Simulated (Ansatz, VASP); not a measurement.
Given: the input of a run of Ansatz 0.2.0 on NaAl3. The cell comes from a database or a generator and needn't be the stable form of this composition.

input.yaml

```yaml
crystal:
  lattice:
    - [-2.187721, 2.187721, 3.980206]
    - [2.187721, -2.187721, 3.980206]
    - [2.187721, 2.187721, -3.980206]
  atoms:
    - { symbol: Al, position: [0.5, 0.5, 0.0] }
    - { symbol: Al, position: [0.25, 0.75, 0.5] }
    - { symbol: Al, position: [0.75, 0.25, 0.5] }
    - { symbol: Na, position: [0.0, 0.0, 0.0] }
hamiltonian:
  xc: pbe
  pseudopotentials: { kind: paw }
kpoints:
  mp_grid: { grid: [9, 9, 9] }
scf:
  occupations: { method: fermi_dirac, width: 0.05 }
output:
  forces: true
  stress: true
  eigenvalues: true
```

Potentials or basis: Ansatz PAW.

The run is started by

```bash
$ ansatz run input.yaml --threads 2 --pin off --max-ram 5120MiB --backend cpu --events-out ev --progress --plain --runs-dir out
```

Set up the same calculation for VASP 6.6.1. Potentials or basis there: PBE PAW files Al, Na_pv, 520 eV.

As run (cutoffs and basis follow the program's own potentials, and thresholds, step limits or extra output files can differ):

Contents of INCAR:

```
PREC = Accurate ; ENCUT = 520
EDIFF = 1E-7 ; ISMEAR = -1
SIGMA = 0.05 ; LREAL = False
LASPH = True ; NELM = 100
ALGO = Normal ; ISIF = 2
LWAVE = False ; LCHARG = False
GGA = PE ; NBANDS = 16
```

The input KPOINTS:

```
Automatic mesh
0
Gamma
  9 9 9
```

POSCAR

```
NaAl3
1.0
   -2.1877210000      2.1877210000      3.9802060000
    2.1877210000     -2.1877210000      3.9802060000
    2.1877210000      2.1877210000     -3.9802060000
Al Na
3 1
Direct
    0.5000000000      0.5000000000      0.0000000000
    0.2500000000      0.7500000000      0.5000000000
    0.7500000000      0.2500000000      0.5000000000
    0.0000000000      0.0000000000      0.0000000000
```

Potentials or basis: VASP PAW PBE potentials, release 64 (Al, Na_pv).

Command:

```sh
$ cat potpaw_PBE.64/Al/POTCAR potpaw_PBE.64/Na_pv/POTCAR > POTCAR
$ mpirun -np 1 vasp_std > vasp.out
```

Both were run:

|  | Ansatz | VASP |
| --- | --- | --- |
| Pressure | -0.1 GPa | -0.1 GPa |

Ansatz's pressure holds a Pulay term of +0.04 GPa for its cutoff of 420 eV, which the other run lacks.

The potentials hold 18 and 16 valence electrons a cell.

Where Ansatz's input types no cutoff or centring, it takes its own default and a Γ-centred mesh.

Pressure is positive in compression.
